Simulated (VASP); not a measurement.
Here is the system:

```yaml
crystal:
  lattice:
    - [-1.61346, 5.23126, 2.69021]
    - [1.61346, -5.23126, 2.69021]
    - [1.61346, 5.23126, -2.69021]
  atoms:
    - { symbol: Mg, position: [0.16256, 0.66256, 0.50000] }
    - { symbol: Mg, position: [0.75094, 0.00197, 0.74897] }
    - { symbol: Mg, position: [0.25300, 0.00197, 0.25103] }
    - { symbol: Sn, position: [0.66683, 0.66683, 0.00000] }
```

All values below come from PBEsol GGA, VASP's PBE PAW potentials (set 64) (plane waves; VASP 6.6.1). Numerical set-up: 400 eV cut-off, 12×12×12 Γ-centred mesh, tetrahedra with Blöchl corrections, potentials Mg Sn_d.

Unless said otherwise, spin-orbit coupling is left out, though it shifts the bands of the heavy elements here.

Problem. Predict the energy per atom (σ→0), band gap (on the k-mesh) with the smallest direct gap where there is one.

Solution. 
| Item | Result |
|---|---|
| band gap (on the k-mesh) | none (metal, semimetal or under 0.01 eV) |
| energy per atom (σ→0) | -2.439 eV/atom |

The structure comes from a computed database's Mg3Sn entry (Imm2); how it stands against other phases isn't given here. It was relaxed first.
